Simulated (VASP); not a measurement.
A convergence study with VASP on NiSi2 (fluorite): one setting is varied, all else stays as given below, so the limit is that of these other settings.

```xyz
3
Lattice="0.0000 2.7050 2.7050 2.7050 0.0000 2.7050 2.7050 2.7050 0.0000" Properties=species:S:1:pos:R:3 pbc="T T T"
Si     1.3525     1.3525     1.3525
Si     4.0575     4.0575     4.0575
Ni     0.0000     0.0000     0.0000
```

The numbers are results of PBE GGA, VASP's PBE PAW potentials (set 64) (plane waves; VASP 6.6.1), not measurements. The tightest run used: 550 eV cut-off, 15×15×15 Monkhorst-Pack mesh, first-order Methfessel-Paxton smearing of 0.10 eV, potentials Si Ni.

Q: The settings run are 1×1×1 mesh; 2×2×2 mesh; 3×3×3 mesh; 4×4×4 mesh; 5×5×5 mesh; 6×6×6 mesh; 7×7×7 mesh; 8×8×8 mesh; 9×9×9 mesh; 10×10×10 mesh; 11×11×11 mesh; 12×12×12 mesh; 13×13×13 mesh; 14×14×14 mesh; 15×15×15 mesh. From which on does the energy per atom stay within 0.01 eV/atom of the tightest run?

A: From 6×6×6 mesh on: it is off by 0.0012 there and by no more than 0.01 in any finer run, while 5×5×5 mesh is off by 0.0152.
| setting | E (eV/atom) | pressure (GPa) | irreducible k-points | difference judged (eV/atom) |
|---|---|---|---|---|
| 1×1×1 mesh | 2.3259 | 135.97 | 1 | 8.1138 |
| 2×2×2 mesh | -5.6918 | -0.95 | 2 | 0.0961 |
| 3×3×3 mesh | -5.6806 | -0.04 | 4 | 0.1073 |
| 4×4×4 mesh | -5.7756 | 2.61 | 10 | 0.0123 |
| 5×5×5 mesh | -5.7727 | 3.38 | 10 | 0.0152 |
| 6×6×6 mesh | -5.7867 | 2.26 | 28 | 0.0012 |
| 7×7×7 mesh | -5.7918 | 2.58 | 20 | 0.0039 |
| 8×8×8 mesh | -5.7880 | 3.07 | 60 | 0.0001 |
| 9×9×9 mesh | -5.7876 | 3.52 | 35 | 0.0003 |
| 10×10×10 mesh | -5.7870 | 3.01 | 110 | 0.0009 |
| 11×11×11 mesh | -5.7869 | 2.86 | 56 | 0.0010 |
| 12×12×12 mesh | -5.7870 | 2.95 | 182 | 0.0009 |
| 13×13×13 mesh | -5.7862 | 2.83 | 84 | 0.0017 |
| 14×14×14 mesh | -5.7870 | 2.87 | 280 | 0.0009 |
| 15×15×15 mesh | -5.7879 | 2.79 | 120 | 0.0000 |

VASP warned of too few bands at 1×1×1 mesh.

Left out are rungs that failed or repeat a setting and relaxations that didn't move; long series are thinned to 24 rows.

The compound is NiSi2 in the fluorite structure. The cell was not relaxed at this level. The run is not spin-polarised, so no magnetic state was tried. VASP warned that the highest band is occupied, so more bands are needed.
